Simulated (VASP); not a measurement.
These are r2SCAN meta-GGA, VASP's PBE PAW potentials (set 64) (plane waves; VASP) values and carry that method's errors.

VASP ran on this input.

**KPOINTS_OPT**
```
k-points along high-symmetry lines
6
Line-mode
Reciprocal
  0.000000   0.000000   0.000000 ! GAMMA
  0.500000   0.000000   0.000000 ! M

  0.500000   0.000000   0.000000 ! M
  0.333333   0.333333   0.000000 ! K

  0.333333   0.333333   0.000000 ! K
  0.000000   0.000000   0.000000 ! GAMMA

  0.000000   0.000000   0.000000 ! GAMMA
  0.000000   0.000000   0.500000 ! A

  0.000000   0.000000   0.500000 ! A
  0.500000   0.000000   0.500000 ! L

  0.500000   0.000000   0.500000 ! L
  0.333333   0.333333   0.500000 ! H

  0.333333   0.333333   0.500000 ! H
  0.000000   0.000000   0.500000 ! A

  0.500000   0.000000   0.500000 ! L
  0.500000   0.000000   0.000000 ! M

  0.333333   0.333333   0.500000 ! H
  0.333333   0.333333   0.000000 ! K
```

INCAR:
```
SYSTEM  =  Si
PREC  =  Accurate; ENCUT  =  400; LREAL  =  F
LASPH  =  T
EDIFF  =  1E-7; NELM  =  100; ALGO  =  Normal
LMIXTAU  =  T
ISMEAR  =  -5
METAGGA  =  R2SCAN
ISIF  =  2
LWAVE  =  F; LCHARG  =  F; LORBIT  =  11
NEDOS  =  601
LEFG  =  T
```

POSCAR:
```
Si
12.6632370
  0.3027013653  -0.0000000025   0.0000000000
 -0.1513507265   0.2621470440   0.0000000000
  0.0000000000   0.0000000000   0.4999999916
Si
4
Cartesian
 -0.0000001806   0.1747647825   0.0314125151
  0.1513508194   0.0873822589   0.2814125109
  0.1513508194   0.0873822589   0.4685874765
 -0.0000001806   0.1747647825   0.2185874807
```

KPOINTS:
```
Automatic
0
G
 8 8 4
```

POTCAR, in this order: Si (PBE.64 set). Program: vasp_std.

The run wrote:

OUTCAR:
```
 ion  position               nearest neighbor table
   1  0.333  0.667  0.063-   3 2.35   3 2.35   3 2.35   4 2.37
   2  0.667  0.333  0.563-   4 2.35   4 2.35   4 2.35   3 2.37
   3  0.667  0.333  0.937-   1 2.35   1 2.35   1 2.35   2 2.37
   4  0.333  0.667  0.437-   2 2.35   2 2.35   2 2.35   1 2.37
  LATTYP: Found a hexagonal cell.
 ALAT       =     3.8331791290
 C/A-ratio  =     1.6517929845
 Subroutine PRICEL returns:
 Original cell was already a primitive cell.
 Subroutine GETGRP returns: Found 24 space group operations
The static configuration has the point symmetry D_3d.
 The point group associated with its full space group is D_6h.
The dynamic configuration has the point symmetry D_3d.
 Subroutine INISYM returns: Found 24 space group operations
 Subroutine IBZKPT returns following result:
 Found     30 irreducible k-points:

 Following reciprocal coordinates:
            Coordinates               Weight
  0.000000  0.000000  0.000000      1.000000
  0.125000  0.000000  0.000000      6.000000
  0.250000  0.000000  0.000000      6.000000
  0.375000 -0.000000  0.000000      6.000000
  0.500000  0.000000  0.000000      3.000000
  0.125000  0.125000  0.000000      6.000000
  0.250000  0.125000  0.000000     12.000000
  0.375000  0.125000  0.000000     12.000000
  0.250000  0.250000  0.000000      6.000000
  0.375000  0.250000  0.000000      6.000000
  0.000000  0.000000  0.250000      2.000000
  0.125000  0.000000  0.250000     12.000000
  0.250000  0.000000  0.250000     12.000000
  0.375000 -0.000000  0.250000     12.000000
  0.500000  0.000000  0.250000      6.000000
  0.125000  0.125000  0.250000     12.000000
  0.250000  0.125000  0.250000     24.000000
  0.375000  0.125000  0.250000     24.000000
  0.250000  0.250000  0.250000     12.000000
  0.375000  0.250000  0.250000     12.000000
...
```

OSZICAR:
```
       N       E                     dE             d eps       ncg     rms          rms(c)
DAV:   1     0.107384698899E+02    0.10738E+02   -0.54798E+03   720   0.915E+02
DAV:   2    -0.353289760114E+02   -0.46067E+02   -0.43033E+02   992   0.134E+02
DAV:   3    -0.373581736645E+02   -0.20292E+01   -0.20101E+01   948   0.272E+01
DAV:   4    -0.373888957598E+02   -0.30722E-01   -0.30662E-01   900   0.419E+00
DAV:   5    -0.373895956786E+02   -0.69992E-03   -0.69968E-03   912   0.555E-01    0.846E+00
DAV:   6    -0.355044821866E+02    0.18851E+01   -0.24036E-01   840   0.381E+00    0.577E+00
DAV:   7    -0.345432481367E+02    0.96123E+00   -0.23933E-01   740   0.454E+00    0.271E-01
DAV:   8    -0.350225171372E+02   -0.47927E+00   -0.21745E-01   780   0.370E+00    0.346E-01
DAV:   9    -0.348609236298E+02    0.16159E+00   -0.57337E-02   724   0.217E+00    0.287E-01
DAV:  10    -0.349732118535E+02   -0.11229E+00   -0.35360E-02   736   0.168E+00    0.180E-01
DAV:  11    -0.350447677260E+02   -0.71556E-01   -0.28581E-02   728   0.191E+00    0.406E-02
DAV:  12    -0.350457973974E+02   -0.10297E-02   -0.92733E-04   912   0.281E-01    0.184E-02
DAV:  13    -0.350468469014E+02   -0.10495E-02   -0.15545E-04   756   0.145E-01    0.275E-02
DAV:  14    -0.350469177111E+02   -0.70810E-04   -0.15434E-04   796   0.128E-01    0.214E-02
DAV:  15    -0.350473415528E+02   -0.42384E-03   -0.11098E-04   748   0.102E-01    0.711E-03
DAV:  16    -0.350473103256E+02    0.31227E-04   -0.94144E-06   860   0.290E-02    0.454E-03
DAV:  17    -0.350473515561E+02   -0.41230E-04   -0.10345E-05   760   0.347E-02    0.284E-03
DAV:  18    -0.350473497238E+02    0.18322E-05   -0.14088E-06   808   0.124E-02    0.728E-04
DAV:  19    -0.350473494840E+02    0.23982E-06   -0.13449E-07   568   0.423E-03    0.552E-04
DAV:  20    -0.350473496699E+02   -0.18586E-06   -0.34736E-08   404   0.195E-03    0.414E-04
DAV:  21    -0.350473498256E+02   -0.15569E-06   -0.58776E-08   432   0.276E-03    0.589E-05
DAV:  22    -0.350473498084E+02    0.17219E-07   -0.70118E-09   384   0.754E-04
   1 F= -.35047350E+02 E0= -.35047350E+02  d E =0.000000E+00
       N       E                     dE             ncg
       N       E                     dE             ncg
```

OUTCAR:
```
------------------------ aborting loop because EDIFF is reached ----------------------------------------
  FORCE on cell =-STRESS in cart. coord.  units (eV):
  Direction    XX          YY          ZZ          XY          YZ          ZX
  --------------------------------------------------------------------------------------
  Total       -0.0920611     -0.0920611     -0.0046825      0.0000000      0.0000000      0.0000000
  in kB       -1.8307258     -1.8307254     -0.0931164      0.0000003      0.0000000      0.0000000
  external PRESSURE =      -1.2515225 kB  Pullay stress =       0.0000000 kB
  volume of cell :       80.57
      direct lattice vectors                 reciprocal lattice vectors
     3.833179129 -0.000000032  0.000000000     0.260880061  0.150619233  0.000000000
    -1.916590119  3.319630147  0.000000000     0.000000002  0.301238379  0.000000000
     0.000000000  0.000000000  6.331618394     0.000000000  0.000000000  0.157937503
 POSITION                                       TOTAL-FORCE (eV/Angst)
 -----------------------------------------------------------------------------------
     -0.00000      2.21309      0.39778        -0.000000      0.000000      0.020057
      1.91659      1.10654      3.56359         0.000000      0.000000      0.020057
      1.91659      1.10654      5.93383         0.000000      0.000000     -0.020057
     -0.00000      2.21309      2.76803        -0.000000     -0.000000     -0.020057
 -----------------------------------------------------------------------------------
    total drift:                               -0.000035      0.000009     -0.000001
  FREE ENERGIE OF THE ION-ELECTRON SYSTEM (eV)
  ---------------------------------------------------
  free  energy   TOTEN  =       -35.0473498084 eV

  energy  without entropy=      -35.0473498084  energy(sigma->0) =      -35.04734981

 total charge

# of ion       s       p       d       tot
------------------------------------------
    1        0.744   0.961   0.000   1.705
    2        0.744   0.961   0.000   1.705
    3        0.744   0.961   0.000   1.705
    4        0.744   0.961   0.000   1.705
--------------------------------------------------
tot          2.977   3.843   0.000   6.821

 Electric field gradients after diagonalization (V/A^2)
 (convention: |V_zz| > |V_xx| > |V_yy|)
----------------------------------------------------------------------
 ion       V_xx      V_yy      V_zz     asymmetry (V_yy - V_xx)/ V_zz
----------------------------------------------------------------------
   1      -2.034    -2.034     4.069       0.000
   2      -2.034    -2.034     4.069       0.000
   3      -2.034    -2.034     4.069       0.000
   4      -2.034    -2.034     4.069       0.000
```
(Selected blocks of OUTCAR.)

The structure was generated: Si was put into the lonsdaleite type (P6_3/mmc), which need not be its known phase. It was relaxed first, which changed the volume by +16 %.
